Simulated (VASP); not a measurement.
Consider the following.

```xyz
1
Lattice="0.0000 1.7303 1.7303 1.7303 0.0000 1.7303 1.7303 1.7303 0.0000" Properties=species:S:1:pos:R:3 pbc="T T T"
Ni     0.0000     0.0000     0.0000
```
Starting moments (μB, in the order of the record's atoms Ni): 0.8.

Calculation: PBEsol GGA, VASP's PBE PAW potentials (set 64) (plane waves; VASP). Numerical set-up: PREC = Normal, EDIFF = 1E-5, 400 eV cut-off, 20×20×20 Γ-centred mesh, first-order Methfessel-Paxton smearing of 0.10 eV, potentials Ni.

Q: Predict the cell moment, energy per atom (σ→0), band gap (on the k-mesh) with the smallest direct gap where there is one.

A: 
```yaml
band gap (on the k-mesh): none (metal, semimetal or under 0.01 eV)
cell_moment: 0.62 μB
energy per atom (σ→0): -6.137 eV/atom
```

Q: Give the moment on each site (PAW-sphere projection).

A: 
```json
[
 {"site": "Ni1", "moment (μB)": "0.63"}
]
```

Total energies compare only between runs with the same potentials, cut-off and functional.

The compound is Ni in the fcc structure. It was relaxed first.
